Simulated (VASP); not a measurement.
VASP runs on PW (a trial cell in the CrB structure, space group Cmcm) share one base input (PBE GGA, plane waves, VASP's PBE PAW potentials (set 64)) and change the settings named in each case.

### POSCAR
```
PW
1
    1.9171090000    -5.0660280000     0.0000000000
    1.9171090000     5.0660280000     0.0000000000
    0.0000000000     0.0000000000     3.7780850000
P W
2 2
Direct
  0.5640000000   0.4360000000   0.2500000000
  0.4360000000   0.5640000000   0.7500000000
  0.8547500000   0.1452500000   0.2500000000
  0.1452500000   0.8547500000   0.7500000000
```

INCAR:
```
# general
SYSTEM   =  PW
PREC     =  Accurate
ENCUT    =  400
LREAL    =  .False.
LASPH    =  .True.

# electronic loop
EDIFF    =  1E-6
NELM     =  100
ALGO     =  Normal
LMAXMIX  =  6

# smearing
ISMEAR   =  0
SIGMA    =  0.05

# functional
GGA      =  PE

# ions
ISIF     =  2

# output
LWAVE    =  .False.
LCHARG   =  .False.
```

**KPOINTS**
```
Regular mesh
0
gamma
 6 6 5
0 0 0
```

POTCAR, in this order: P W_sv (PBE.64 set). Program: vasp_std.

```csv
change,E(σ→0) (eV/atom),pressure (GPa),largest force (eV/Å),−TS (eV),irreducible k-points
base run,-7.8714,-28.14,2.597,-0.0093,39
"KGAMMA = .TRUE., KSPACING = 0.6, KPOINTS file removed",-7.8527,-29.04,2.330,-0.0097,8
"KGAMMA = .FALSE., KSPACING = 0.8, KPOINTS file removed",-7.8527,-29.04,2.330,-0.0097,8
"KGAMMA = .TRUE., KSPACING = 0.2, KPOINTS file removed",-7.8767,-28.35,2.658,-0.0061,125
"KGAMMA = .TRUE., KSPACING = 0.16, KPOINTS file removed",-7.8762,-28.50,2.618,-0.0069,216
"KGAMMA = .TRUE., KSPACING = 0.4, KPOINTS file removed",-7.8691,-28.24,2.514,-0.0087,27
```
 Unless said otherwise, spin-orbit coupling is left out, though it shifts the bands of the heavy elements here.

Left out are runs that ran out of time, are held back, or changed the cell or the kind of run, fixed moments of cells without a moment, rows past the twelfth, gaps on odd meshes, pressures of charged cells and columns that move by less than the noise.

The structure was generated: PW was put into the CrB type (Cmcm), which need not be its known phase. The cell was not relaxed at this level, forces remain on its atoms.
